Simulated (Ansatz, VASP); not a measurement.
# LiCaCl3 in two plane-wave programs, part 3 of 3

One calculation is typed for both programs; each brings its own data sets. How far apart do they land? The cell is generated by rule, not measured, and may not be a known phase. The cell is taken from a series of runs on this material, whose earlier steps may have relaxed, scaled, displaced or heated it; both programs get it as it stands.

VASP 6.6.1 and Ansatz 0.2.0.

So far: Starting point; VASP: zone-centre phonons, PBEsol.

The structure was built from a prototype and need not be the compound's stable phase.

**3. Ansatz: zone-centre phonons, PBEsol**

Level of this step: Ansatz beside VASP: Kohn-Sham DFT, plane waves, PBEsol (Ansatz).

Ansatz runs on its PAW soft_1 files.

The same cell, functional and mesh now go to Ansatz, which takes its cutoff from its data sets.

File input.yaml:

```yaml
crystal:
  lattice:
    - [3.7088061333, 2.1412802194, 3.2659195292]
    - [-3.7088061333, 2.1412802194, 3.2659195292]
    - [0.0, -4.2825604388, 3.2659195292]
  atoms:
    - { symbol: Li, position: [0.1705244973, 0.1705244973, 0.1705244973] }
    - { symbol: Ca, position: [0.4911297474, 0.4911297474, 0.4911297474] }
    - { symbol: Cl, position: [0.4523625566, 0.9863639152, 0.4523625566] }
    - { symbol: Cl, position: [0.9863639152, 0.4523625566, 0.4523625566] }
    - { symbol: Cl, position: [0.4523625566, 0.4523625566, 0.9863639152] }
kpoints:
  mp_grid: { grid: [6, 6, 6] }
hamiltonian:
  xc: pbesol
  pseudopotentials: { kind: paw, azcp: { folder: soft_1 }, xc_functional: pbe }
scf:
  occupations: { method: fixed }
output:
  eigenvalues: true
phonons:
  method: dfpt
  dielectric: true
  rigid_motions: translations
```

Run with:

```bash
> ansatz run input.yaml --threads 4 --pin off --max-ram 16384MiB --backend cpu --events-out ev --progress --plain --runs-dir out
```

Numbers of over 12 decimals in the logs are rounded to 6 here.

The program printed:

```text
Engine: ansatz 0.2.0, aarch64-unknown-linux-gnu
Pseudopotentials: kind: paw
Pseudopotential: Li, paw, valence charge 3, recommended cutoff 420 eV (normal), soft_1/Li.paw.azcp
Pseudopotential: Ca, paw, valence charge 10, recommended cutoff 420 eV (normal), soft_1/Ca.paw.azcp
Pseudopotential: Cl, paw, valence charge 7, recommended cutoff 420 eV (normal), soft_1/Cl.paw.azcp
Functional definition: PBEsol
  exchange = pbesol_x
  correlation = pbesol_c
Crystal: 5 atoms, lattice volume = 155.620 Å³
Basis set: ecut = 420 eV, 3011 PW (Γ), exchange–correlation on 72×72×72 points (8 copies of the dense FFT grid, shifted against one another)
Bands: 22, of which v1, the nominal top of the filled ones, is band 17 counted from 1 (16 counted from 0)
Symmetry: 6 space group operations
k-points: 112 of 216 (irreducible under 1 space group operation, time reversal used)
Non-local potential: Li, projectors of the file, l = 0: 3, l = 1: 2, l = 2: 1
Non-local potential: Ca, projectors of the file, l = 0: 3, l = 1: 2, l = 2: 2
Non-local potential: Cl, projectors of the file, l = 0: 2, l = 1: 2, l = 2: 1
PAW form: soft (Blöchl's): semilocal exchange-correlation on the pseudo side does not see the compensation charge
PAW frozen core: Ca, regenerated for the run's functional, and the local potential with it (the file was generated under x = pbe(κ = 0.804, μ = 0.219515), c = pbe(β = 0.066725))
PAW frozen core: Cl, regenerated for the run's functional, and the local potential with it (the file was generated under x = pbe(κ = 0.804, μ = 0.219515), c = pbe(β = 0.066725))
PAW one-centre angular grid: Li, 110 points (default); XC on 64 Gauss nodes
PAW one-centre angular grid: Ca, 110 points (default); XC on 64 Gauss nodes
PAW one-centre angular grid: Cl, 110 points (default); XC on 64 Gauss nodes
Initial density: superposition of atomic densities (chi_scale 0.1, normalization cell, long waves kept (reshape's long-wave potential 0.01 eV rms))
Initial wavefunctions: pseudopotential atomic-orbital guess
Functional: x = pbesol(κ = 0.804, μ = 0.123457), c = pbesol(β = 0.046)
SCF iter   1: F=—  HF=-5191.967336 eV  |F-HF|=—  |Δ(HF+E_count)|=         —  Δρ=4.92e-2  dr2=7.53e0  ethr=3.10e-3  ⟨swp⟩=6.7  Hψ=13825  notcnv=0  defer=280
preconditioner: auto → Resta (q_TF=auto, 2.117 Å⁻¹)  ε∞=4.4  [insulator: Δε(μ)=2.196 eV  Ē_g=7.962 eV  n_scr=26 (ndim 8)  ℏωp=14.6 eV  f_vac=0.110  ε∞_Penn≈4.4]
SCF iter   2: F=—  HF=-5189.714415 eV  |F-HF|=—  |Δ(HF+E_count)|=    2.25e0  Δρ=1.47e-2  dr2=9.53e-1  ethr=3.10e-3  ⟨swp⟩=4.7  Hψ=7296  notcnv=0  defer=232
SCF iter   3: F=—  HF=-5189.423107 eV  |F-HF|=—  |Δ(HF+E_count)|=   2.91e-1  Δρ=6.82e-3  dr2=2.37e-1  ethr=2.80e-3  ⟨swp⟩=4.0  Hψ=6220  notcnv=0  defer=272
SCF iter   4: F=—  HF=-5189.366169 eV  |F-HF|=—  |Δ(HF+E_count)|=   5.69e-2  Δρ=1.60e-3  dr2=1.37e-2  ethr=6.97e-4  ⟨swp⟩=4.1  Hψ=5141  notcnv=0  defer=324
SCF iter   5: F=—  HF=-5189.378909 eV  |F-HF|=—  |Δ(HF+E_count)|=   1.27e-2  Δρ=6.76e-4  dr2=1.82e-3  ethr=4.03e-5  ⟨swp⟩=4.1  Hψ=4387  notcnv=0  defer=333
SCF iter   6: F=—  HF=-5189.384308 eV  |F-HF|=—  |Δ(HF+E_count)|=   5.40e-3  Δρ=1.81e-4  dr2=8.56e-5  ethr=5.34e-6  ⟨swp⟩=5.0  Hψ=4188  notcnv=0  defer=336
SCF iter   7: F=—  HF=-5189.384881 eV  |F-HF|=—  |Δ(HF+E_count)|=   5.74e-4  Δρ=6.53e-5  dr2=9.52e-6  ethr=2.52e-7  ⟨swp⟩=3.3  Hψ=4654  notcnv=0  defer=335
SCF iter   8: F=—  HF=-5189.384936 eV  |F-HF|=—  |Δ(HF+E_count)|=   5.48e-5  Δρ=2.00e-5  dr2=7.21e-7  ethr=2.80e-8  ⟨swp⟩=2.2  Hψ=4326  notcnv=0  defer=330
SCF iter   9: F=—  HF=-5189.384938 eV  |F-HF|=—  |Δ(HF+E_count)|=   2.16e-6  Δρ=4.81e-6  dr2=4.51e-8  ethr=2.12e-9  ⟨swp⟩=2.0  Hψ=4326  notcnv=0  defer=318
SCF iter  10: F=—  HF=-5189.384938 eV  |F-HF|=—  |Δ(HF+E_count)|=   3.09e-7  Δρ=9.50e-7  dr2=2.35e-9  ethr=1.33e-10  ⟨swp⟩=2.0  Hψ=4045  notcnv=0  defer=320
SCF iter  11: F=—  HF=-5189.384938 eV  |F-HF|=—  |Δ(HF+E_count)|=   8.47e-9  Δρ=2.81e-7  dr2=2.03e-10  ethr=6.90e-12  ⟨swp⟩=2.0  Hψ=4002  notcnv=0  defer=320
SCF iter  12: F=-5189.384939 eV  HF=-5189.384939 eV  |F-HF|=2.18e-11  |Δ(HF+E_count)|=  6.15e-10  Δρ=8.45e-8  dr2=1.64e-11  ethr=1.00e-12  ⟨swp⟩=17.4  Hψ=21169  notcnv=0
SCF 1 converged in 12 iterations: F = -5189.384939 eV  dr2 = 1.64e-11
  greatest PAW one-centre occupation: 1.000 electrons in one spin orbital (limit 2), on the Li atom at site 0 (counted from 0), in its partial waves of l = 0
NSCF: frozen V_eff on 6 k-points
DFPT response loops at Γ: preconditioner auto → none (the input reference at scf.mixing.eps_inf says where Resta's filter doesn't serve); β = 0.50; Broyden in place of MSR1
SCF converged after 12 iterations
Free energy (F): -5189.384939 eV
Harris-Foulkes:  -5189.384939 eV  (|F-HF|=2.18e-11)
Internal energy: -5189.384939 eV  (E = F + TS)
E sigma→0 (E₀):  -5189.384939 eV
Fermi energy:    -0.231216 eV
--- Per-component energies (eV) ---
  E_band       = -387.109541
  E_kinetic    = 729.233183
  E_local      = -2325.234051  (includes V_loc(G=0)·N_el)
  E_nonlocal   = 166.304439
  E_hartree    = 830.104926
  E_xc         = -455.557299
  E_vxc        = -518.756640  (∫ρ·V_xc dr)
  E_paw        = -2791.505434  (= ΣΔE_a)
  E_vpaw       = -98.866961  (= ΣTr[D̂ρ^β])
  E_aug_tail   = 0.000572  (compensation charges beyond the density's cutoff)
  E_ewald      = -1343.085366
  E_core_change = 0.354091  (= ΣΔE_core)
  E_smearing   = -0.000000  (= −TS)
  E_closure    = 0.000000  (closes the sum)
  Σ components = -5189.384939   (vs F -5189.384939, Δ=0.00e0)
--- Band table (eV; the first three rows and the last of 112) ---
  k-point 0: bands = [... 13 lower, -0.9617, -0.6422, -0.6422, -0.6032, 4.6673, 5.3910, 5.4044, 5.4044, ... 1 higher]
  k-point 1: bands = [... 13 lower, -1.0608, -0.7569, -0.7068, -0.6218, 4.8815, 5.4123, 5.5175, 5.6005, ... 1 higher]
  k-point 2: bands = [... 13 lower, -1.3041, -0.8665, -0.8577, -0.6328, 5.2956, 5.5525, 5.8981, 6.0404, ... 1 higher]
  k-point 111: bands = [... 13 lower, -1.7204, -0.5578, -0.5578, -0.2312, 5.9478, 6.8492, 6.8492, 6.8572, ... 1 higher]
--- Phonons (Γ-DFPT): 6 representative perturbations + reference, on 112 of 216 k-points (Σ response iterations 20) ---
  k mesh reduced under 1 symmetry operation, with k and −k counted as one. Each operation leaves every solved perturbation unchanged. A smaller set is not considered because the run solves the response to a homogeneous field
  ASR residual: 6.369e-5 → 0.000e0 eV/Å²; symmetrization residual: 1.086e-5 eV/Å²
  ASR residual per site (eV/Å²): 1.12e-5 9.92e-6 6.04e-5 6.04e-5 6.37e-5
  Γ frequencies (cm⁻¹): 0.00 0.00 0.00 25.37 77.79 77.79 97.48 97.48 154.72 238.99 238.99 257.11 296.14 296.14 328.24
  ε∞ (high-frequency dielectric tensor):
        2.370987    -0.000000     0.000000
       -0.000000     2.370987     0.000000
        0.000000     0.000000     2.354218
  ε⁰ (static dielectric tensor: ions relaxed, cell fixed):
        5.768183     0.000000     0.000000
        0.000000     5.768183    -0.000000
        0.000000    -0.000000     4.679036
  ε⁰ − ε∞ (ionic part):
        3.397196     0.000000     0.000000
        0.000000     3.397196    -0.000000
        0.000000    -0.000000     2.324818
  softest optical mode at Γ: 25.37 cm⁻¹; the repairs (sum rule, projections) moved no ω² at Γ by more than (2.62 cm⁻¹)²
  Born effective charges Z* (e; rows j = field, columns β = displacement):
    site 0:
         1.06235   -0.00000    0.00000
        -0.00000    1.06235   -0.00000
         0.00000    0.00000    0.88373
    site 1:
         2.35268   -0.00000    0.00000
        -0.00000    2.35268   -0.00000
         0.00000    0.00000    2.48735
    site 2:
        -1.38633    0.42954    0.42218
         0.42954   -0.89035   -0.24374
         0.40462   -0.23361   -1.12369
    site 3:
        -1.38633   -0.42954   -0.42218
        -0.42954   -0.89035   -0.24374
        -0.40462   -0.23361   -1.12369
    site 4:
        -0.64236    0.00000   -0.00000
         0.00000   -1.63433    0.48749
        -0.00000    0.46722   -1.12369
  Z* charge neutrality: 2.687e-5 e pre-enforcement
  k-mesh period / interband length: 32.3 Å / 1.29 Å = 25.01 at k = (0.0000, 0.0000, 0.0000), direct gap 5.271 eV — 14 or more, which is no proof of convergence
  optical modes at Γ without the LO–TO term, one row a degenerate level:
      ω (cm⁻¹)  modes    IR ((D/Å)²/amu)
[...]
optical modes at Γ + LO–TO along q̂ = [1.0000, 0.0000, 0.0000]:
      ω (cm⁻¹)  modes    IR ((D/Å)²/amu)
[...]
optical modes at Γ + LO–TO along q̂ = [0.0000, 1.0000, 0.0000]:
      ω (cm⁻¹)  modes    IR ((D/Å)²/amu)
[...]
optical modes at Γ + LO–TO along q̂ = [0.0000, 0.0000, 1.0000]:
      ω (cm⁻¹)  modes    IR ((D/Å)²/amu)
         25.37      1             0.0000
         77.79      2             0.2229
         97.48      2             2.1081
        167.79      1             0.3329
        238.99      2             5.1564
        296.14      2            12.8730
        305.40      1             2.0103
        359.22      1             6.7059
```

**4. Side by side**

Known differences besides the potentials themselves: fixed occupations in Ansatz, narrow Gaussian smearing in VASP; the cutoff is 420 eV in Ansatz and 750 eV in VASP; Ansatz makes its cores anew for this functional, VASP keeps those of its PBE data sets. Total energies have different zeros and are not compared.

Compared:

```
                                     quantity  Ansatz   VASP  difference
                                        ε∞ xx    2.37   2.38     -0.17 %
                                        ε∞ yy    2.37   2.38     -0.17 %
                                        ε∞ zz    2.35   2.36     -0.16 %
Born charge of Li1 (mean of the diagonal) (e)    1.00   1.00        0.00
Born charge of Ca2 (mean of the diagonal) (e)    2.40   2.40        0.00
Born charge of Cl3 (mean of the diagonal) (e)   -1.13  -1.13        0.00
                        optical mode 1 (cm⁻¹)    25.4   21.3        +4.1
                   optical mode 2 to 3 (cm⁻¹)    77.8   79.8     -2.55 %
                   optical mode 4 to 5 (cm⁻¹)    97.5   98.5     -0.99 %
                        optical mode 6 (cm⁻¹)   154.7  154.3     +0.26 %
                   optical mode 7 to 8 (cm⁻¹)   239.0  244.7     -2.35 %
                        optical mode 9 (cm⁻¹)   257.1  259.6     -0.95 %
                 optical mode 10 to 11 (cm⁻¹)   296.1  306.2     -3.30 %
                       optical mode 12 (cm⁻¹)   328.2  329.7     -0.45 %
```

Modes are paired by rising frequency, not by their patterns, so a pair may set unlike modes beside each other; they are those without the splitting of longitudinal modes.

**5. Outcome**

* r.m.s. difference of the optical zone-centre modes, each program's sorted by frequency (zone-centre phonons, PBEsol): 5.0 cm⁻¹
* difference in optical mode 10 to 11 (zone-centre phonons, PBEsol): -3.3 %

In words: The r.m.s. difference of the optical zone-centre modes, each program's sorted by frequency is 5.0 cm⁻¹ (zone-centre phonons, PBEsol). Among the rows given in per cent, the largest difference of the zone-centre phonons, PBEsol pair is in optical mode 10 to 11, -3.3 %. Such differences can come from data sets, numerical settings and the points named under the comparisons, not from the functional's error against experiment.

[Lines on the potential files, build, host, timing and source positions are cut from VASP's logs without a mark.]

[Logs are printed without paths, hosts, clocks, repeated set-up lines and the standing remarks that a program may print on its own settings, such as how far it seeks lower states.]

[Hosts, paths, dates, database ids (printed as entryN), source tags and the programs' standing remarks are cut or masked in the printed files.]
